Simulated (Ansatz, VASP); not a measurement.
# Cu3TeF (antiperovskite type (invented)): VASP beside Ansatz, part 2 of 2

Aim: how closely do two programs agree when they are given the same cell, functional and k mesh? The cell is generated by rule, not measured, and may not be a known phase. Of the first pair: The cell is taken from a series of runs on this material, whose earlier steps may have relaxed, scaled, displaced or heated it; both programs get it as it stands.

VASP 6.6.1 and Ansatz 0.2.0.

So far: The starting structure; Ansatz: relaxation of cell and atoms, PBEsol, pair 1.

### Step 3. VASP: relaxation of cell and atoms, PBEsol, pair 1

Level of this step: PBEsol, no spin polarisation; plane waves and PAW (F, Te, Cu); invented cell (VASP).

The same cell, functional, mesh and smearing now go to VASP, with its own data sets.

Lines of VASP's logs that name or quote its potential files are left out, and so is its time.

Contents of INCAR:

```
SYSTEM = Cu3TeF
PREC = Accurate
ENCUT = 600
EDIFF = 1E-07
NELM = 120
ISMEAR = 0
SIGMA = 0.02
LREAL = .FALSE.
ALGO = Normal
GGA = PS
NBANDS = 29
LASPH = .TRUE.
LORBIT = 11
LWAVE = .FALSE.
LCHARG = .FALSE.
ISIF = 3
IBRION = 2
NSW = 80
EDIFFG = -0.005
GGA_COMPAT = .FALSE.
NELMIN = 4
EFERMI = MIDGAP
KPAR = 2
```

Contents of POSCAR:

```
Cu3TeF
1.0
    4.7686880000      0.0000000000      0.0000000000
    0.0000000000      4.7686880000      0.0000000000
    0.0000000000      0.0000000000      4.7686880000
F Te Cu
1 1 3
Direct
    0.0000000000      0.0000000000      0.0000000000
    0.5000000000      0.5000000000      0.5000000000
    0.5000000000      0.5000000000      0.0000000000
    0.5000000000      0.0000000000      0.5000000000
    0.0000000000      0.5000000000      0.5000000000
```

Contents of KPOINTS:

```
Automatic mesh
0
Gamma
6 6 6
0 0 0
```

PAW data sets: F, Te and Cu (PBE family, release 64).

The run is started by

```console
> mpirun -np 2 vasp_std
```

Numbers of over 12 decimals in the logs are rounded to 6 here.

Output:

```text
[banner, memory and clock lines left out]
running    2 mpi-ranks, on    1 nodes
 distrk:  each k-point on    1 cores,    2 groups
 distr:  one band on    1 cores,    1 groups

 POSCAR found type information on POSCAR F TeCu
 POSCAR found :  3 types and       5 ions
|                                                                             |
|               ----> ADVICE to this user running VASP <----                  |
|                                                                             |
|     You enforced a specific xc type in the INCAR file but a different       |
|     [... a line on the potential file left out ...]
|     I HOPE YOU KNOW WHAT YOU ARE DOING!                                     |
|                                                                             |

 LDA part: xc-table for (Slater+PW92), standard interpolation
 POSCAR, INCAR and KPOINTS ok, starting setup
 FFT: planning ... GRIDC
 FFT: planning ... GRID_SOFT
 FFT: planning ... GRID
 WAVECAR not read
 entering main loop
       N       E                     dE             d eps       ncg     rms          rms(c)
DAV:   1     0.396087016743E+03    0.39609E+03   -0.21462E+04  1160   0.219E+03
DAV:   2     0.402466380384E+02   -0.35584E+03   -0.34224E+03  1165   0.401E+02
DAV:   3    -0.165257886978E+02   -0.56772E+02   -0.52563E+02  1935   0.175E+02
DAV:   4    -0.210004884345E+02   -0.44747E+01   -0.44465E+01  1592   0.487E+01
DAV:   5    -0.210673752511E+02   -0.66887E-01   -0.66858E-01  1632   0.645E+00    0.133E+01
DAV:   6    -0.188226972963E+02    0.22447E+01   -0.40832E+01  1530   0.112E+02    0.994E+00
DAV:   7    -0.171083833406E+02    0.17143E+01   -0.87633E+00  1435   0.649E+01    0.381E+00
DAV:   8    -0.170376488557E+02    0.70734E-01   -0.89788E-01  1653   0.845E+00    0.986E-01
DAV:   9    -0.170120907646E+02    0.25558E-01   -0.85916E-02  1922   0.699E+00    0.510E-01
DAV:  10    -0.170127155793E+02   -0.62481E-03   -0.25433E-02  1614   0.190E+00    0.165E-01
DAV:  11    -0.170131668651E+02   -0.45129E-03   -0.28543E-03  1947   0.885E-01    0.107E-01
DAV:  12    -0.170130308566E+02    0.13601E-03   -0.12644E-03  1625   0.475E-01    0.469E-02
DAV:  13    -0.170130498451E+02   -0.18988E-04   -0.30260E-04  1790   0.343E-01    0.422E-02
DAV:  14    -0.170130385191E+02    0.11326E-04   -0.38730E-05  1541   0.627E-02    0.206E-02
DAV:  15    -0.170130337938E+02    0.47253E-05   -0.18470E-05  1855   0.477E-02    0.266E-03
DAV:  16    -0.170130341627E+02   -0.36888E-06   -0.50349E-06  1517   0.181E-02    0.250E-03
DAV:  17    -0.170130341188E+02    0.43889E-07   -0.78184E-07  1321   0.835E-03
   1 F= -.17013034E+02 E0= -.17013034E+02  d E =-.170130E+02
 curvature:   0.00 expect dE= 0.000E+00 dE for cont linesearch  0.000E+00
 trial: gam= 0.00000 g(F)=  0.000E+00 g(S)=  0.124E-03 ort = 0.000E+00 (trialstep = 0.100E+01)
 search vector abs. value=  0.124E-03
 bond charge predicted
       N       E                     dE             d eps       ncg     rms          rms(c)
DAV:   1    -0.170161049562E+02   -0.30708E-02   -0.52279E-02  1316   0.414E+00    0.440E-01
DAV:   2    -0.170139972843E+02    0.21077E-02   -0.31037E-02  1323   0.355E+00    0.155E-01
DAV:   3    -0.170131545709E+02    0.84271E-03   -0.49766E-03  1285   0.160E+00    0.659E-02
DAV:   4    -0.170130934360E+02    0.61135E-04   -0.11367E-04  1706   0.177E-01    0.379E-02
DAV:   5    -0.170130695985E+02    0.23838E-04   -0.25325E-05  1789   0.395E-02    0.117E-02
DAV:   6    -0.170130677084E+02    0.18902E-05   -0.54622E-06  1784   0.316E-02    0.426E-03
DAV:   7    -0.170130675274E+02    0.18097E-06   -0.98521E-07  1491   0.106E-02    0.211E-03
DAV:   8    -0.170130675421E+02   -0.14744E-07   -0.10048E-07   746   0.389E-03
   2 F= -.17013068E+02 E0= -.17013068E+02  d E =-.334233E-04
 trial-energy change:   -0.000033  1 .order   -0.000048   -0.000124    0.000028
 step:   0.6923(harm=  0.8144)  dis= 0.00000  next Energy=   -17.013072 (dE=-0.382E-04)
 reached required accuracy - stopping structural energy minimisation
```

OUTCAR, selected parts (step 3):

```text
ion  position               nearest neighbor table
   1  0.000  0.000  0.000-
   2  0.500  0.500  0.500-   3 2.38   4 2.38   5 2.38   3 2.38   4 2.38   5 2.38
   3  0.500  0.500  0.000-   2 2.38   2 2.38
   4  0.500  0.000  0.500-   2 2.38   2 2.38
   5  0.000  0.500  0.500-   2 2.38   2 2.38

  LATTYP: Found a simple cubic cell.
 ALAT       =     4.7686880000

 Subroutine GETGRP returns: Found 48 space group operations
 (whereof 48 operations were pure point group operations)

The static configuration has the point symmetry O_h .

 Found     20 irreducible k-points:

   k-points           NKPTS =     20   k-points in BZ     NKDIM =     20   number of bands    NBANDS=     29

   dimension x,y,z NGX =    40 NGY =   40 NGZ =   40
   dimension x,y,z NGXF=    80 NGYF=   80 NGZF=   80

   ENCUT  =  600.0 eV  44.10 Ry    6.64 a.u.   9.52  9.52  9.52*2*pi/ulx,y,z

   NELECT =      46.0000    total number of electrons

 k-points in reciprocal lattice and weights: Automatic mesh
   0.00000000  0.00000000  0.00000000       0.005
   0.16666667  0.00000000  0.00000000       0.028
   0.33333333  0.00000000  0.00000000       0.028
   0.50000000  0.00000000  0.00000000       0.014
   0.16666667  0.16666667  0.00000000       0.056
   0.33333333  0.16666667  0.00000000       0.111
   0.50000000  0.16666667  0.00000000       0.056
   0.33333333  0.33333333  0.00000000       0.056
   0.50000000  0.33333333  0.00000000       0.056
[...]
0.50000000  0.50000000  0.33333333       0.028
   0.50000000  0.50000000  0.50000000       0.005

 average (electrostatic) potential at core
       1 -73.7377       2 -92.3154       3 -67.8956       4 -67.8956       5 -67.8956

 E-fermi :   2.8368

 k-point     1 :       0.0000    0.0000    0.0000
  band No.  band energies     occupation
    ...
     19       0.6894      2.00000
     20       0.8730      2.00000
     21       1.3566      2.00000
     22       1.3566      2.00000
     23       1.3566      2.00000
     24       3.8485      0.00000
     25       3.8485      0.00000
     26       4.0987      0.00000
     27       9.6363      0.00000
     28       9.6363      0.00000
    ...

 k-point     2 :       0.1667    0.0000    0.0000
  band No.  band energies     occupation
    ...
     19       0.6830      2.00000
     20       0.8506      2.00000
     21       1.3682      2.00000
     22       1.3845      2.00000
     23       1.3845      2.00000
     24       3.8995      0.00000
     25       4.0257      0.00000
     26       4.8750      0.00000
     27       8.8037      0.00000
     28       8.8037      0.00000
    ...

 k-point     3 :       0.3333    0.0000    0.0000
  band No.  band energies     occupation
    ...
     19       0.8349      2.00000
     20       0.8349      2.00000
     21       1.3859      2.00000
     22       1.4215      2.00000
     23       1.4215      2.00000
     24       4.0179      0.00000
     25       4.1870      0.00000
     26       6.9147      0.00000
     27       7.8058      0.00000
     28       7.8058      0.00000
    ...

  Total       -0.0149384     -0.0149384     -0.0149384      0.0000000      0.0000000      0.0000000
  in kB       -0.2202899     -0.2202899     -0.2202899      0.0000000      0.0000000      0.0000000
  external PRESSURE =      -0.2202899 kB  Pullay stress =       0.0000000 kB

  energy-cutoff  :      600.00
  volume of cell :      108.65
      direct lattice vectors                 reciprocal lattice vectors
     4.771703866 -0.000000000  0.000000000     0.209568747  0.000000000 -0.000000000
    -0.000000000  4.771703866 -0.000000000     0.000000000  0.209568747  0.000000000
     0.000000000 -0.000000000  4.771703866    -0.000000000  0.000000000  0.209568747

 POSITION                                       TOTAL-FORCE (eV/Angst)
 -----------------------------------------------------------------------------------
      0.00000      0.00000      0.00000        -0.000000     -0.000000      0.000000
      2.38585      2.38585      2.38585         0.000000     -0.000000      0.000000
      2.38585      2.38585      0.00000         0.000000     -0.000000      0.000000
      2.38585     -0.00000      2.38585        -0.000000      0.000000      0.000000
     -0.00000      2.38585      2.38585        -0.000000      0.000000      0.000000
 -----------------------------------------------------------------------------------
    total drift:                               -0.000000     -0.000000     -0.000000

  FREE ENERGIE OF THE ION-ELECTRON SYSTEM (eV)
  ---------------------------------------------------
  free  energy   TOTEN  =       -17.0130675421 eV

  energy  without entropy=      -17.0130675421  energy(sigma->0) =      -17.01306754

 reached required accuracy - stopping structural energy minimisation

 total charge
# of ion       s       p       d       tot
------------------------------------------
    1        1.732   4.231   0.000   5.963
    2        1.306   2.209   0.111   3.627
    3        0.359   0.219   9.339   9.917
    4        0.359   0.219   9.339   9.917
    5        0.359   0.219   9.339   9.917
--------------------------------------------------
tot          4.116   7.097  28.129  39.342

[... 3 further parts left out ...]
```

CONTCAR:

```
Cu3TeF
   1.00000000000000
     4.7717038658573649   -0.0000000000000000    0.0000000000000000
    -0.0000000000000000    4.7717038658573649   -0.0000000000000000
     0.0000000000000000   -0.0000000000000000    4.7717038658573649
  F               Te              Cu
     1     1     3
Direct
     0.0000000000000000    0.0000000000000000    0.0000000000000000
     0.5000000000000000    0.5000000000000000    0.5000000000000000
     0.5000000000000000    0.5000000000000000    0.0000000000000000
     0.5000000000000000    0.0000000000000000    0.5000000000000000
     0.0000000000000000    0.5000000000000000    0.5000000000000000
```

This run has no spin polarisation, so a moment on Cu, if there is one, isn't seen.

### Step 4. Differences

Known differences besides the potentials themselves: the data sets hold 80 valence electrons in Ansatz (on its default PAW (the set named soft_2) files) and 46 in VASP; the cutoff is 420 eV in Ansatz and 600 eV in VASP; Ansatz makes its cores anew for this functional, VASP keeps those of its PBE data sets; Ansatz adds a Pulay correction to the stress that steers its cell, VASP none. Total energies have different zeros and are not compared.

Compared:

```tsv
quantity	Ansatz	VASP	difference
volume (Å³)	108.44	108.65	-0.19 %
edge a after relaxation, in the typed setting (Å)	4.769	4.772	-0.06 %
```

### Step 5. VASP: relaxation of cell and atoms, PBEsol, pair 2

The relaxed volume is the usual yardstick between codes: in a stiff, nearly cubic crystal its relative difference is about their pressure difference at one cell divided by the bulk modulus. Its start cell is another than that of the pair before, and may be another structure of the material.

Changes to INCAR since step 3:

```diff
@@ -6,3 +6,3 @@
 ISMEAR = 0
-SIGMA = 0.02
+SIGMA = 0.1
 LREAL = .FALSE.
```

Changes to POSCAR since step 3:

```diff
@@ -2,5 +2,5 @@
 1.0
-    4.7686880000      0.0000000000      0.0000000000
-    0.0000000000      4.7686880000      0.0000000000
-    0.0000000000      0.0000000000      4.7686880000
+    4.7738108598      0.0000000000      0.0000000000
+    0.0000000000      4.7738108598      0.0000000000
+    0.0000000000      0.0000000000      4.7738108598
 F Te Cu
```

KPOINTS is that of step 3.

The run is started by

```console
> mpirun -np 2 vasp_std
```

Output:

```text
[banner, memory and clock lines left out]
running    2 mpi-ranks, on    1 nodes
[...]
[... a notice as in an earlier step ...]

 LDA part: xc-table for (Slater+PW92), standard interpolation
 POSCAR, INCAR and KPOINTS ok, starting setup
[...]
entering main loop
       N       E                     dE             d eps       ncg     rms          rms(c)
DAV:   1     0.394604466237E+03    0.39460E+03   -0.21479E+04  1160   0.216E+03
DAV:   2     0.393667432790E+02   -0.35524E+03   -0.34215E+03  1165   0.400E+02
DAV:   3    -0.164695209479E+02   -0.55836E+02   -0.51794E+02  1900   0.171E+02
DAV:   4    -0.210041757985E+02   -0.45347E+01   -0.45066E+01  1616   0.481E+01
[...]
DAV:  15    -0.170132051420E+02    0.51164E-05   -0.18276E-05  1796   0.504E-02    0.244E-03
DAV:  16    -0.170132055137E+02   -0.37170E-06   -0.49115E-06  1474   0.164E-02    0.234E-03
DAV:  17    -0.170132054880E+02    0.25722E-07   -0.69618E-07  1308   0.739E-03
   1 F= -.17013205E+02 E0= -.17013205E+02  d E =-.170132E+02
[...]
N       E                     dE             d eps       ncg     rms          rms(c)
DAV:   1    -0.170151853650E+02   -0.19799E-02   -0.33011E-02  1329   0.328E+00    0.352E-01
DAV:   2    -0.170138745949E+02    0.13108E-02   -0.19994E-02  1357   0.285E+00    0.126E-01
DAV:   3    -0.170133166957E+02    0.55790E-03   -0.32300E-03  1290   0.128E+00    0.517E-02
DAV:   4    -0.170132795627E+02    0.37133E-04   -0.77170E-05  1693   0.136E-01    0.300E-02
DAV:   5    -0.170132654649E+02    0.14098E-04   -0.16297E-05  1757   0.304E-02    0.967E-03
DAV:   6    -0.170132643758E+02    0.10891E-05   -0.42358E-06  1803   0.301E-02    0.342E-03
DAV:   7    -0.170132642040E+02    0.17182E-06   -0.69803E-07  1443   0.831E-03    0.167E-03
DAV:   8    -0.170132641957E+02    0.83201E-08   -0.63934E-08   698   0.308E-03
   2 F= -.17013264E+02 E0= -.17013264E+02  d E =-.587076E-04
 trial-energy change:   -0.000059  1 .order   -0.000046   -0.000078   -0.000015
 step:   1.1022(harm=  1.2338)  dis= 0.00000  next Energy=   -17.013265 (dE=-0.595E-04)
 reached required accuracy - stopping structural energy minimisation
```

From OUTCAR (step 5):

```text
  Total       -0.0098370     -0.0098370     -0.0098370     -0.0000000      0.0000000      0.0000000
  in kB       -0.1450876     -0.1450876     -0.1450876     -0.0000000      0.0000000      0.0000000
  external PRESSURE =      -0.1450876 kB  Pullay stress =       0.0000000 kB

 POSITION                                       TOTAL-FORCE (eV/Angst)
 -----------------------------------------------------------------------------------
      0.00000      0.00000      0.00000        -0.000000     -0.000000      0.000000
      2.38571      2.38571      2.38571         0.000000     -0.000000      0.000000
      2.38571      2.38571      0.00000        -0.000000     -0.000000      0.000000
      2.38571     -0.00000      2.38571         0.000000      0.000000      0.000000
     -0.00000      2.38571      2.38571         0.000000      0.000000      0.000000
 -----------------------------------------------------------------------------------
    total drift:                               -0.000000     -0.000000     -0.000000

  FREE ENERGIE OF THE ION-ELECTRON SYSTEM (eV)
  ---------------------------------------------------
  free  energy   TOTEN  =       -17.0132641957 eV

  energy  without entropy=      -17.0132641957  energy(sigma->0) =      -17.01326420

[... 2 parts as in an earlier step ...]

[... 2 further parts left out ...]
[key lines of the parts left out:]
E-fermi :   2.8383
```

### Step 6. Ansatz: relaxation of cell and atoms, PBEsol, pair 2

Its own start cell and the same functional, mesh and smearing now go to Ansatz, which takes its cutoff from its data sets.

The two relaxations start from unlike cells of this crystal (the structure described is Ansatz's start), so only their ends are compared.

Contents of input.yaml:

```yaml
crystal:
  lattice:
    - [5.96, 0.0, 0.0]
    - [0.0, 5.96, 0.0]
    - [0.0, 0.0, 5.96]
  atoms:
    - { symbol: F, position: [0.0, 0.0, 0.0] }
    - { symbol: Te, position: [0.5, 0.5, 0.5] }
    - { symbol: Cu, position: [0.5, 0.5, 0.0] }
    - { symbol: Cu, position: [0.5, 0.0, 0.5] }
    - { symbol: Cu, position: [0.0, 0.5, 0.5] }
kpoints:
  mp_grid: { grid: [6, 6, 6] }
hamiltonian:
  xc: pbesol
scf:
  occupations: { method: gaussian, width: 0.1 }
output:
  forces: true
  stress: true
  eigenvalues: true
  write_density: true
  write_potential: true
  elf: true
  volumetric_format: npy
relax:
  adjacent_minimum: "off"
  f_tol: 0.005
  max_steps: 80
  cell: { stress_tol: 0.05 }
```

The run is started by

```console
> ansatz run input.yaml --threads 4 --pin off --max-ram 9216MiB --backend cpu --events-out ev --progress --plain --runs-dir out
```

Output:

```text
[...]
Crystal: 5 atoms, lattice volume = 211.709 Å³
Basis set: ecut = 420 eV, 4139 PW (Γ), exchange–correlation on 80×80×80 points (8 copies of the dense FFT grid, shifted against one another)
Bands: 48, of which v1, the nominal top of the filled ones, is band 40 counted from 1 (39 counted from 0)
Symmetry: 48 space group operations
[...]
k-points: 20 of 216
[...]
--- Relaxed structure (8 steps of the walk, 8 accepted, 2 SCFs on fresh bases) ---
[...]
cell:  # Å, volume = 108.4418 Å³
    - [4.768688, 0, 0]
    - [0, 4.768688, 0]
    - [0, 0, 4.768688]
  atoms:
    - { symbol: F, position: [0, 0, 0] }
    - { symbol: Te, position: [0.5, 0.5, 0.5] }
    - { symbol: Cu, position: [0.5, 0.5, 0] }
    - { symbol: Cu, position: [0.5, 0, 0.5] }
    - { symbol: Cu, position: [0, 0.5, 0.5] }
[key lines of the parts left out:]
SCF converged after 7 iterations
Free energy (F): -27463.968107 eV
Fermi energy:    6.941797 eV
P = ⅓ Tr σ = -0.0015 GPa (-0.015 kbar)
```

### Step 7. Differences

What differs besides the data sets and the points named for the pairs above, as far as they apply: the data sets hold 80 valence electrons in Ansatz (on its default PAW (the set named soft_2) files) and 46 in VASP. Total energies have different zeros and are not compared.

Both answers:

```tsv
quantity	Ansatz	VASP	difference
volume (Å³)	108.44	108.63	-0.17 %
edge a after relaxation, in the typed setting (Å)	4.769	4.771	-0.06 %
```

### Step 8. Outcome

| Quantity | Value |
| --- | --- |
| difference in volume (relaxation of cell and atoms, PBEsol, pair 1) | -0.19 % |
| difference in volume (relaxation of cell and atoms, PBEsol, pair 2) | -0.17 % |

What this shows: The difference in volume is -0.19 % (relaxation of cell and atoms, PBEsol, pair 1), within the 1.2 % picked in this series as the mark of a large difference, as far as the stopping tolerances let one tell. The data sets hold unlike numbers of valence electrons (80 in Ansatz and 46 in VASP), so part of the differences comes from the potentials. Such differences can come from data sets, numerical settings and the points named under the comparisons, not from the functional's error against experiment.

[Lines on the potential files, build, host, timing and source positions are cut from VASP's logs without a mark.]

[Logs are printed without paths, hosts, clocks, repeated set-up lines and the standing remarks that a program may print on its own settings, such as how far it seeks lower states.]

[Hosts, paths, dates, database ids (printed as entryN), source tags and the programs' standing remarks are cut or masked in the printed files.]
